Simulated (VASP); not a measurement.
An input for Quantum ESPRESSO's pw.x (written as the equivalent of a VASP run, and not itself run):

```
&CONTROL
  calculation = 'scf'
  pseudo_dir = './pseudo'
  outdir = './out'
  tprnfor = .true.
  tstress = .true.
/
&SYSTEM
  ibrav = 0
  nat = 2
  ntyp = 2
  ecutwfc = 72
  occupations = 'smearing'
  smearing = 'methfessel-paxton'
  degauss = 0.00735
  input_dft = 'pbesol'
/
&ELECTRONS
  conv_thr = 7.3e-09
  electron_maxstep = 100
/
ATOMIC_SPECIES
  Sn 118.710 Sn.upf
  P 30.974 P.upf
CELL_PARAMETERS angstrom
     0.0000000    2.6489634    2.7593369
     2.6489634    0.0000000    2.7593369
     2.6489634    2.6489634    0.0000000
ATOMIC_POSITIONS crystal
  Sn   0.5000000  0.5000000  0.5000000
  P    0.0000000  0.0000000  0.0000000
K_POINTS automatic
  10 10 10 0 0 0
```

Task: Write the VASP files for the same calculation (PBEsol).

Result: One answer among several that fit: 
**INCAR**
```
# general
SYSTEM   =  SnP
PREC     =  Accurate
ENCUT    =  480
LREAL    =  F
LASPH    =  T

# electronic loop
EDIFF    =  1E-7
NELM     =  100
ALGO     =  Normal
LMAXMIX  =  4

# smearing
ISMEAR   =  1
SIGMA    =  0.1

# functional
GGA      =  PS

# ions
ISIF     =  2

# output
LWAVE    =  F
LCHARG   =  F
```

File KPOINTS:
```
K-points
0
Gamma
10 10 10
0 0 0
```

### POSCAR
```
SnP
1
    0.0000000000     2.6489634057     2.7593368809
    2.6489634057     0.0000000000     2.7593368809
    2.6489634057     2.6489634057     0.0000000000
Sn P
1 1
Direct
  0.5000000000   0.5000000000   0.5000000000
  0.0000000000   0.0000000000   0.0000000000
```

POTCAR, in this order: Sn_d P (PBE.64 set). Program: vasp_std.

Limits of the translation: the potentials are each code's own (VASP's PAW set, PseudoDojo norm-conserving files in pw.x), so ENCUT and ecutwfc are chosen apart and not converted; conv_thr bounds pw.x's estimated SCF error, while EDIFF bounds the energy change between steps.

The structure comes from a computed database's SnP entry (Fm-3m); how it stands against other phases isn't given here. This cell was strained or had an atom moved on purpose.
